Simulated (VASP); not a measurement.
LaS (space group Fm-3m): computed properties

These are SCAN meta-GGA, VASP's PBE PAW potentials (set 64) (plane waves; VASP) values and carry that method's errors.

* **space group**: Fm-3m (225)
* **cell**: a = b = c = 5.8763 Å, α = β = γ = 90.00°
* **volume per atom**: 25.36 Å³/atom
* **band gap (over mesh and band path)**: none (metal, semimetal or under 0.01 eV)
* **density**: 5.60 g/cm³

LaS is taken in the cubic space group Fm-3m (No. 225), the rock salt structure, Pearson symbol cF8. Conventional cell: a = b = c = 5.876 Å, α = β = γ = 90.00°. S on 4b sees 6 La at 2.938 Å (octahedral). La on 4a is coordinated by 6 S at 2.938 Å (octahedral). (Neighbours: up to the widest gap in distance over summed covalent radii, below 1.35, at either atom; cation-cation and far metal-metal contacts left out.)
(The calculation used a cell of 2 atoms; values per cell refer to that cell.)

The structure comes from a measured LaS entry (Fm-3m) of the Crystallography Open Database, whose conditions weren't checked. It was relaxed first. Symmetry was kept, so distortions that lower it aren't found. The electron count is odd and the run is not spin-polarised, which forces a metal.
